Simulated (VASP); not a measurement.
VASP ran on this input.

### INCAR
```
ALGO=Normal
EDIFF=1E-6
EDIFFG=-0.02
ENCUT=620
GGA=PE
IBRION=2
ISIF=3
ISMEAR=0
LASPH=T
LCHARG=F
LREAL=F
LWAVE=F
NELM=100
NSW=40
PREC=Accurate
PSTRESS=50
SIGMA=0.05
SYSTEM=NaF
```

### POSCAR
```
NaF
1
    0.0000000000     2.2773083501     2.2773083501
    2.2773083501     0.0000000000     2.2773083501
    2.2773083501     2.2773083501     0.0000000000
Na F
1 1
Direct
  0.0000000000   0.0000000000   0.0000000000
  0.5000000000   0.5000000000   0.5000000000
```

File KPOINTS:
```
K-points
0
gamma
  10 10 10
```

POTCAR, in this order: Na_pv F (PBE.64 set). Program: vasp_std.

### Question
Write an equivalent input for Ansatz.

### Answer
One equivalent input (not run):
Ansatz 0.2 input:
```yaml
crystal:
  lattice:
    - [0.0000000, 2.2773084, 2.2773084]
    - [2.2773084, 0.0000000, 2.2773084]
    - [2.2773084, 2.2773084, 0.0000000]
  atoms:
    - { symbol: Na, position: [0.0000000, 0.0000000, 0.0000000] }
    - { symbol: F, position: [0.5000000, 0.5000000, 0.5000000] }
kpoints:
  mp_grid: { grid: [10, 10, 10] }
hamiltonian:
  xc: pbe
  pseudopotentials: { kind: paw }
scf:
  occupations: { method: gaussian, width: 0.05 }
  max_iter: 100
relax:
  max_steps: 40
  f_tol: 0.02
  cell: { p_target: 5 }
output: { forces: true, stress: true, eigenvalues: true }
```
What does not carry over: each code has its own PAW files, so the cut-off isn't converted (ENCUT is set for VASP's; basis.ecutwfc is left out, and Ansatz then takes the one that its files recommend); Ansatz stops its SCF on the density residual and VASP on the energy change (EDIFF).

The compound is NaF in the rock salt structure. It was relaxed first under an external pressure of 5 GPa.
